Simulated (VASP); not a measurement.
The system is Fe.

```
Fe
1.0
    -1.44300    1.44300    1.44300
     1.44300   -1.44300    1.44300
     1.44300    1.44300   -1.44300
Fe
1
Cartesian
  0.0000 0.0000 0.0000
```

Program: VASP 6.6.1. Alike in all runs: task single point; spin collinear, ferromagnetic start; cell as given; k mesh 18 × 18 × 18; cutoff (eV) 600; smearing methfessel-paxton 0.1 eV.

Q: Order these runs on this cell by their pressure, lowest first.
A. level PBE; potentials or basis VASP PAW PBE potentials, release 64 (Fe)
B. level r2SCAN; potentials or basis VASP PAW PBE potentials, release 64 (Fe)
C. level LDA; potentials or basis VASP PAW LDA potentials, release 64 (Fe)

A: C (-26.5 GPa), A (-9.7 GPa), B (-4.8 GPa).

Caveats: the PAW data sets were made with another functional, which shifts forces and pressure a little (some runs); so large a pressure means that the cell lies far from this level's equilibrium, or that cutoff or potentials fall short (some runs).

Not every run made on this cell is shown here.
